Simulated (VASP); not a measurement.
Energy against volume of SnO$_{2}$ (rutile). Method: PBE GGA with D3 dispersion (Becke-Johnson damping), VASP's PBE PAW potentials (set 64) (plane waves; VASP). Numerical set-up: 520 eV cut-off, 5×5×7 Γ-centred mesh, Gaussian smearing of 0.050 eV, potentials Sn_d O.

Shape and ions are relaxed at each volume.

| V (Å³/atom) | E (eV/atom) |
|---|---|
| 11.657 | -6.40078 |
| 12.029 | -6.42322 |
| 12.401 | -6.43065 |
| 12.773 | -6.42563 |

Task: Fit these four points and predict the energy of the run at 13.145 Å³/atom.

Result: A cubic in V^(−2/3), the third-order Birch-Murnaghan form, passes through the four points with V0 = 12.43 Å³/atom and B0 = 176 GPa, and gives -6.4103 eV/atom there. The run gave -6.4104 eV/atom, -0.1 meV/atom from the fit; all five points give B0 = 176 GPa.

The compound is SnO2 in the rutile structure. It was relaxed first.
